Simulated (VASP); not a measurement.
Given:

```
Al3Sc
1.0
    4.10636     0.00000     0.00000
    0.00000     4.10636     0.00000
    0.00000     0.00000     4.10636
Sc Al
1 3
Cartesian
  0.00000   0.00000   0.00000
  0.00000   2.05318   2.05318
  2.05318   0.00000   2.05318
  2.05318   2.05318   0.00000
```

These are PBE GGA, VASP's PBE PAW potentials (set 64) (plane waves; VASP) values and carry that method's errors. Settings: 500 eV cut-off, 8×8×8 Γ-centred mesh, first-order Methfessel-Paxton smearing of 0.10 eV, potentials Sc_sv Al.

### Question
Predict the energy per atom (σ→0), band gap (on the k-mesh) with the smallest direct gap where there is one.

### Answer

```json
{
 "band gap (on the k-mesh)": "none (metal, semimetal or under 0.01 eV)",
 "energy per atom (σ→0)": "-4.824 eV/atom"
}
```

Total energies compare only between runs with the same potentials, cut-off and functional.

The compound is Al3Sc in the L1_2 structure. It was relaxed first.
